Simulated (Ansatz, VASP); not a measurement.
# Hf (Hafnium) in two plane-wave programs, part 2 of 2

Aim: how closely do two programs agree when they are given the same cell, functional and k mesh? The cell is taken from a series of runs on this material, whose earlier steps may have relaxed, scaled, displaced or heated it; both programs get it as it stands.

VASP 6.6.1 and Ansatz 0.2.0.

So far: The starting structure; VASP: relaxation of cell and atoms, PBEsol; Ansatz: relaxation of cell and atoms, PBEsol; Side by side.

### Step 5. Ansatz: zone-centre phonons, PBEsol

Level of this step: Ansatz beside VASP: Kohn-Sham DFT, plane waves, PBEsol (Ansatz).

Second derivatives magnify differences that forces hide, and they need a tight electronic threshold.

The cell is taken from a series of runs on this material, whose earlier steps may have relaxed, scaled, displaced or heated it; both programs get it as it stands.

The input, input.yaml:

```yaml
crystal:
  lattice:
    - [3.1595489606, 0.0, 0.0]
    - [-1.5797744803, 2.7362496644, 0.0]
    - [0.0, 0.0, 4.9979703984]
  atoms:
    - { symbol: Hf, position: [0.3333333333, 0.6666666667, 0.25] }
    - { symbol: Hf, position: [0.6666666667, 0.3333333333, 0.75] }
kpoints:
  mp_grid: { grid: [18, 18, 10] }
hamiltonian:
  xc: pbesol
scf:
  occupations: { method: methfessel_paxton, width: 0.2 }
output:
  eigenvalues: true
phonons:
  method: fd
  supercell: [1, 1, 1]
  amplitude: 0.01
```

Command:

```bash
$ ansatz run input.yaml --threads 4 --pin off --max-ram 14336MiB --backend cpu --events-out ev --progress --plain --runs-dir out
```

Numbers of over 12 decimals in the logs are rounded to 6 here.

Log:

```text
[...]
Crystal: 2 atoms, lattice volume = 43.209 Å³
Basis set: ecut = 420 eV, 845 PW (Γ), exchange–correlation on 48×48×72 points (8 copies of the dense FFT grid, shifted against one another)
Bands: 32, of which v1, the nominal top of the filled ones, is band 26 counted from 1 (25 counted from 0)
Symmetry: 24 space group operations
k-points: 222 of 3240
[...]
largest difference from the sums on the solved wave vectors: F 7.48e-1 eV, S 1.01e-3 and C_V 2.58e-4 eV/K
  zero-point energy: 0.022382 eV/cell   skipped modes (ω ≤ 0): 3   left out of the sums: 7.95e-5 of the cell's modes: C_V's classical limit lies that fraction below 3 k_B per atom; for a crystal, a wire or a layer, F and S can be off by more, and a phonons.interpolated_qmesh denser along its periods is the remedy for the sampling
[key lines of the parts left out:]
SCF converged after 9 iterations
Free energy (F): -31196.050178 eV
Fermi energy:    20.533353 eV
```

### Step 6. VASP: zone-centre phonons, PBEsol

The same cell, functional, mesh and smearing now go to VASP, with its own data sets.

The input, INCAR:

```
SYSTEM = Hf
PREC = Accurate
ENCUT = 500
EDIFF = 1E-08
NELM = 120
ISMEAR = 1
SIGMA = 0.2
LREAL = .FALSE.
ALGO = Normal
GGA = PS
NBANDS = 16
LASPH = .TRUE.
LORBIT = 11
LWAVE = .FALSE.
LCHARG = .FALSE.
ISIF = 2
IBRION = 8
GGA_COMPAT = .FALSE.
KPAR = 2
```

The input, POSCAR:

```
Hf
1.0
    3.1595489606      0.0000000000      0.0000000000
   -1.5797744803      2.7362496644      0.0000000000
    0.0000000000      0.0000000000      4.9979703984
Hf
2
Direct
    0.3333333333      0.6666666667      0.2500000000
    0.6666666667      0.3333333333      0.7500000000
```

The input, KPOINTS:

```
Automatic mesh
0
Gamma
18 18 10
0 0 0
```

Potentials, in the order of the species: Hf_pv (PBE family, release 64).

Command:

```bash
$ mpirun -np 2 vasp_std
```

Log:

```text
[banner, memory and clock lines left out]
running    2 mpi-ranks, on    1 nodes
[...]
[... a notice as in an earlier step ...]

 LDA part: xc-table for (Slater+PW92), standard interpolation
 POSCAR, INCAR and KPOINTS ok, starting setup
[...]
entering main loop
       N       E                     dE             d eps       ncg     rms          rms(c)
DAV:   1     0.451377078777E+02    0.45138E+02   -0.11368E+04  7112   0.116E+03
DAV:   2    -0.201939203791E+02   -0.65332E+02   -0.63796E+02  9392   0.247E+02
DAV:   3    -0.217503496975E+02   -0.15564E+01   -0.15485E+01  9440   0.264E+01
DAV:   4    -0.217618358149E+02   -0.11486E-01   -0.11483E-01  8776   0.278E+00
[...]
DAV:  13    -0.210055034999E+02    0.63651E-07   -0.13761E-08  6632   0.924E-04    0.162E-03
DAV:  14    -0.210055034758E+02    0.24095E-07   -0.14455E-09  5176   0.325E-04    0.243E-04
DAV:  15    -0.210055034737E+02    0.21557E-08   -0.22731E-10  4856   0.121E-04
   1 F= -.21005503E+02 E0= -.21006860E+02  d E =0.406976E-02
[...]
RMM:  15    -0.205003309022E+00   -0.48957E-08   -0.22296E-07 55829   0.227E-05    0.216E-05
RMM:  16    -0.205003314236E+00   -0.52146E-08   -0.13041E-07 52879   0.203E-05    0.149E-05
RMM:  17    -0.205003315242E+00   -0.10063E-08   -0.77602E-08 43633   0.186E-05    0.226E-06
 first order change of Fermi-energy  -0.36895E-05
 force on displaced ion       1 direction 1 :  -2.079  -0.000   0.000
 Linear response progress:
  Degree of freedom:   2/  2
       N       E                     dE             d eps       ncg     rms          rms(c)
RMM:   1    -0.242920709607E+00   -0.24292E+00    0.48728E+00 10996   0.124E+01
RMM:   2    -0.253377246604E+00   -0.10457E-01   -0.44366E-02 16430   0.127E+00    0.722E-01
RMM:   3    -0.252571828888E+00    0.80542E-03   -0.38071E-03 19201   0.287E-01    0.202E-01
RMM:   4    -0.252320276193E+00    0.25155E-03   -0.31380E-04 23055   0.101E-01    0.205E-01
[...]
RMM:  14    -0.251945423178E+00   -0.20693E-07    0.46997E-07 22925   0.284E-05    0.226E-05
RMM:  15    -0.251945459688E+00   -0.36510E-07    0.92272E-08 21568   0.217E-05    0.365E-06
RMM:  16    -0.251945464686E+00   -0.49979E-08    0.71850E-08 16911   0.183E-05    0.675E-07
 first order change of Fermi-energy  -0.15204E-03
 force on displaced ion       1 direction 3 :   0.000   0.000  -3.375
 Linear response finished
```

From OUTCAR (step 6):

```text
  Total       -0.0947810     -0.0947810     -0.1233352     -0.0000000      0.0000000      0.0000000
  in kB       -3.5144501     -3.5144501     -4.5732297     -0.0000000      0.0000000      0.0000000
  external PRESSURE =      -3.8673766 kB  Pullay stress =       0.0000000 kB

 POSITION                                       TOTAL-FORCE (eV/Angst)
 -----------------------------------------------------------------------------------
     -0.00000      1.82417      1.24949        -0.000000      0.000000      0.000000
      1.57977      0.91208      3.74848         0.000000     -0.000000      0.000000
 -----------------------------------------------------------------------------------
    total drift:                                0.000000     -0.000000      0.000000

[... 1 part as in an earlier step ...]

[... 1 further part left out ...]
```

### Step 7. Differences

What differs besides the data sets and the points named for the pairs above, as far as they apply: the data sets hold 52 valence electrons in Ansatz (on its default PAW (the set named soft_2) files) and 20 in VASP. Total energies have different zeros and are not compared.

Compared:

```csv
quantity,Ansatz,VASP,difference
optical mode 1 to 2 (cm⁻¹),79.1,79.6,-0.59 %
optical mode 3 (cm⁻¹),103.7,101.4,+2.26 %
```

Modes are paired by rising frequency, not by their patterns, so a pair may set unlike modes beside each other; they are those without the splitting of longitudinal modes.

### Step 8. Results

| Item | Value |
| --- | --- |
| difference in volume (relaxation of cell and atoms, PBEsol) | 0.34 % |
| r.m.s. difference of the optical zone-centre modes, each program's sorted by frequency (zone-centre phonons, PBEsol) | 1.4 cm⁻¹ |
| difference in optical mode 3 (zone-centre phonons, PBEsol) | +2.3 % |

The difference in volume is 0.34 % (relaxation of cell and atoms, PBEsol), within the 1.2 % picked in this series as the mark of a large difference, as far as the stopping tolerances let one tell. The data sets hold unlike numbers of valence electrons (52 in Ansatz and 20 in VASP), so part of the differences comes from the potentials. Among the rows given in per cent, the largest difference of the zone-centre phonons, PBEsol pair is in optical mode 3, +2.3 %. Such differences can come from data sets, numerical settings and the points named under the comparisons, not from the functional's error against experiment.

[Lines on the potential files, build, host, timing and source positions are cut from VASP's logs without a mark.]

[Logs are printed without paths, hosts, clocks, repeated set-up lines and the standing remarks that a program may print on its own settings, such as how far it seeks lower states.]

[Hosts, paths, dates, database ids (printed as entryN), source tags and the programs' standing remarks are cut or masked in the printed files.]
